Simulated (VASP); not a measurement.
An input for Ansatz (written as the equivalent of a VASP run, and not itself run):

Ansatz 0.2 input:
```yaml
crystal:
  lattice:
    - [0.0000000, 2.8859290, 2.8859290]
    - [2.8859290, 0.0000000, 2.8859290]
    - [2.8859290, 2.8859290, 0.0000000]
  atoms:
    - { symbol: As, position: [0.2500000, 0.2500000, 0.2500000] }
    - { symbol: V, position: [0.0000000, 0.0000000, 0.0000000], spin: 2, spin_axis: [0, 0, 1] }
kpoints:
  mp_grid: { grid: [5, 5, 5] }
hamiltonian:
  xc: pbe
  pseudopotentials: { kind: paw }
magnetization: { noncollinear: true, spin_orbit: true }
scf:
  occupations: { method: gaussian, width: 0.272 }
  max_iter: 100
output: { forces: true, stress: true, eigenvalues: true }
```

### Question
Translate this input to VASP (INCAR, KPOINTS, POSCAR, choice of POTCAR).

### Answer
One answer among several that fit: 
**POSCAR**
```
VAs
4.081320
  0.0000000000   0.7071067694   0.7071067694
  0.7071067694   0.0000000000   0.7071067694
  0.7071067694   0.7071067694   0.0000000000
As V
1 1
direct
  0.2500000000   0.2500000000   0.2500000000
  0.0000000000   0.0000000000   0.0000000000
```

### INCAR
```
SYSTEM = VAs
PREC = Accurate; ENCUT = 300; LREAL = .False.
LASPH = .True.
EDIFF = 1E-6; NELM = 100; ALGO = Normal
LMAXMIX = 4
ISMEAR = 0; SIGMA = 0.272
GGA = PE; GGA_COMPAT = .False.
MAGMOM = 5*0.0 2.0
LSORBIT = .True.; LNONCOLLINEAR = .True.
ISIF = 2
LWAVE = .False.; LCHARG = .False.; LORBIT = 11
```

KPOINTS:
```
Automatic mesh
0
Gamma
 5 5 5
```

POTCAR, in this order: As V_sv (PBE.64 set). Program: vasp_ncl.

The two are equivalent in intent, not identical: each code has its own PAW files, so the cut-off isn't converted (ENCUT is set for VASP's; basis.ecutwfc is left out, and Ansatz then takes the one that its files recommend); Ansatz stops its SCF on the density residual and VASP on the energy change (EDIFF).

The structure was generated: VAs was put into an ordered model structure, which need not be its known phase. The cell was not relaxed at this level. The run is one of a series of settings (GGA_COMPAT = .FALSE., ISPIN removed, LNONCOLLINEAR = .TRUE., LSORBIT = .TRUE., MAGMOM = 0.0 0.0 0.0 0.0 0.0 2.0, program vasp_ncl against the base run), some of them coarse on purpose.
